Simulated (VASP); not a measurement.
Computed with PBE GGA, VASP's PBE PAW potentials (set 64) (plane waves; VASP).

VASP ran on this input.

KPOINTS:
```
Automatic mesh
0
Gamma
6 6 6
0 0 0
```

POSCAR:
```
KTaO3
1.0
  3.9640383609   0.0000000000   0.0000000000
  0.0000000000   3.9640383609   0.0000000000
  0.0000000000   0.0000000000   3.9640383609
K Ta O
1 1 3
Cartesian
  0.0000000000   0.0000000000   0.0000000000
  1.9820191805   1.9820191805   1.9820191805
  1.9820191805   0.0000000000   1.9820191805
  0.0000000000   1.9820191805   1.9820191805
  1.9820191805   1.9820191805   0.0000000000
```

### INCAR
```
! general
SYSTEM =KTaO3
PREC   =Accurate
ENCUT  =620
LREAL  =.False.
LASPH  =.True.

! electronic loop
EDIFF  =1E-6
NELM   =100
ALGO   =Normal
LMAXMIX=6

! smearing
ISMEAR =0
SIGMA  =0.05

! functional
GGA    =PE

! ions
IBRION =2
NSW    =40
ISIF   =3
EDIFFG =-0.02
PSTRESS=200

! output
LWAVE  =.False.
LCHARG =.False.
```

POTCAR, in this order: K_sv Ta_pv O (PBE.64 set). Program: vasp_std.

Output

**OSZICAR**
```
       N       E                     dE             d eps       ncg     rms          rms(c)
DAV:   1     0.381061328601E+03    0.38106E+03   -0.24135E+04   920   0.194E+03
DAV:   2    -0.286491360951E+02   -0.40971E+03   -0.40136E+03  1133   0.494E+02
DAV:   3    -0.489596317525E+02   -0.20310E+02   -0.20267E+02  1151   0.108E+02
DAV:   4    -0.494699312026E+02   -0.51030E+00   -0.51004E+00  1638   0.147E+01
DAV:   5    -0.494721313897E+02   -0.22002E-02   -0.21999E-02  1158   0.960E-01    0.372E+01
DAV:   6    -0.411495574082E+02    0.83226E+01   -0.42527E+01  1095   0.469E+01    0.150E+01
DAV:   7    -0.410312160133E+02    0.11834E+00   -0.20764E+00  1240   0.101E+01    0.948E+00
DAV:   8    -0.409870984317E+02    0.44118E-01   -0.33505E-01  1206   0.508E+00    0.131E+00
DAV:   9    -0.409807529678E+02    0.63455E-02   -0.26968E-02  1277   0.117E+00    0.215E-01
DAV:  10    -0.409803996051E+02    0.35336E-03   -0.67056E-03  1237   0.646E-01    0.474E-02
DAV:  11    -0.409804186120E+02   -0.19007E-04   -0.38253E-04  1254   0.168E-01    0.353E-02
DAV:  12    -0.409804486501E+02   -0.30038E-04   -0.57597E-05  1380   0.584E-02    0.919E-03
DAV:  13    -0.409804488344E+02   -0.18434E-06   -0.66287E-06  1210   0.160E-02
   1 F= -.33204866E+02 E0= -.33204866E+02  d E =-.332049E+02
       N       E                     dE             d eps       ncg     rms          rms(c)
DAV:   1    -0.425554261711E+02   -0.15750E+01   -0.80443E+01  1039   0.879E+01    0.168E+01
DAV:   2    -0.403590320182E+02    0.21964E+01   -0.71533E+00  1046   0.205E+01    0.824E+00
DAV:   3    -0.399166816262E+02    0.44235E+00   -0.97074E-01  1370   0.933E+00    0.185E+00
DAV:   4    -0.398987409427E+02    0.17941E-01   -0.12598E-01  1484   0.268E+00    0.942E-01
DAV:   5    -0.399044451429E+02   -0.57042E-02   -0.21588E-02  1444   0.890E-01    0.182E-01
DAV:   6    -0.399045784205E+02   -0.13328E-03   -0.12396E-03  1398   0.235E-01    0.117E-01
DAV:   7    -0.399047521044E+02   -0.17368E-03   -0.29123E-04  1511   0.141E-01    0.160E-02
DAV:   8    -0.399047477221E+02    0.43823E-05   -0.20284E-05  1259   0.408E-02    0.630E-03
DAV:   9    -0.399047491136E+02   -0.13916E-05   -0.93038E-07   789   0.103E-02    0.372E-03
DAV:  10    -0.399047483485E+02    0.76508E-06   -0.20567E-07   712   0.410E-03
   2 F= -.32975021E+02 E0= -.32975021E+02  d E =0.229845E+00
       N       E                     dE             d eps       ncg     rms          rms(c)
DAV:   1    -0.418874333064E+02   -0.19827E+01   -0.34832E+01  1039   0.593E+01    0.111E+01
DAV:   2    -0.409766434961E+02    0.91079E+00   -0.30934E+00  1054   0.132E+01    0.559E+00
DAV:   3    -0.407796234178E+02    0.19702E+00   -0.33940E-01  1176   0.585E+00    0.212E+00
DAV:   4    -0.407617786901E+02    0.17845E-01   -0.10102E-01  1342   0.216E+00    0.114E+00
DAV:   5    -0.407634232982E+02   -0.16446E-02   -0.86259E-03  1415   0.532E-01    0.318E-01
DAV:   6    -0.407637155407E+02   -0.29224E-03   -0.23269E-03  1300   0.298E-01    0.916E-02
DAV:   7    -0.407636831684E+02    0.32372E-04   -0.16990E-04  1562   0.780E-02    0.263E-02
DAV:   8    -0.407636810849E+02    0.20835E-05   -0.79980E-06  1144   0.217E-02    0.649E-03
DAV:   9    -0.407636819555E+02   -0.87065E-06   -0.95283E-07   757   0.814E-03
   3 F= -.33283335E+02 E0= -.33283335E+02  d E =-.784696E-01
```

OUTCAR:
```
------------------------ aborting loop because EDIFF is reached ----------------------------------------
  FORCE on cell =-STRESS in cart. coord.  units (eV):
  Direction    XX          YY          ZZ          XY          YZ          ZX
  --------------------------------------------------------------------------------------
  Total        7.3836324      7.3836324      7.3836324     -0.0000000     -0.0000000      0.0000000
  in kB      197.4141828    197.4141828    197.4141828     -0.0000000     -0.0000000      0.0000000
  external PRESSURE =      -2.5858172 kB  Pullay stress =     200.0000000 kB
  volume of cell :       59.92
      direct lattice vectors                 reciprocal lattice vectors
     3.913218520 -0.000000000  0.000000000     0.255544124  0.000000000  0.000000000
    -0.000000000  3.913218520  0.000000000     0.000000000  0.255544124  0.000000000
    -0.000000000 -0.000000000  3.913218520    -0.000000000 -0.000000000  0.255544124
 POSITION                                       TOTAL-FORCE (eV/Angst)
 -----------------------------------------------------------------------------------
      0.00000      0.00000      0.00000        -0.000000      0.000000      0.000000
      1.95661      1.95661      1.95661         0.000000     -0.000000      0.000000
      1.95661     -0.00000      1.95661        -0.000000     -0.000000      0.000000
     -0.00000      1.95661      1.95661         0.000000     -0.000000      0.000000
      1.95661      1.95661      0.00000        -0.000000      0.000000      0.000000
 -----------------------------------------------------------------------------------
    total drift:                                0.000000     -0.000000     -0.000000
  FREE ENERGIE OF THE ION-ELECTRON SYSTEM (eV)
  ---------------------------------------------------
  free  energy   TOTEN  =       -40.7636819555 eV

  energy  without entropy=      -40.7636819555  energy(sigma->0) =      -40.76368196
  enthalpy is  TOTEN    =       -33.2833354820 eV   P V=        7.4803464736

 reached required accuracy - stopping structural energy minimisation
```
(Selected blocks of OUTCAR.)

### CONTCAR
```
KTaO3
   1.00000000000000
     3.9132185198404770   -0.0000000000000000    0.0000000000000000
    -0.0000000000000000    3.9132185198404770    0.0000000000000000
    -0.0000000000000000   -0.0000000000000000    3.9132185198404770
  K               Ta              O
     1     1     3
Direct
     0.0000000000000000    0.0000000000000000    0.0000000000000000
     0.5000000000000000    0.5000000000000000    0.5000000000000000
     0.5000000000000000    0.0000000000000000    0.5000000000000000
     0.0000000000000000    0.5000000000000000    0.5000000000000000
     0.5000000000000000    0.5000000000000000    0.0000000000000000
```

Energy and stress use the plane-wave basis of the starting cell.

The compound is KTaO3 in the cubic perovskite structure. This run relaxes it under an external pressure of 20 GPa. Symmetry was kept, so distortions that lower it aren't found.
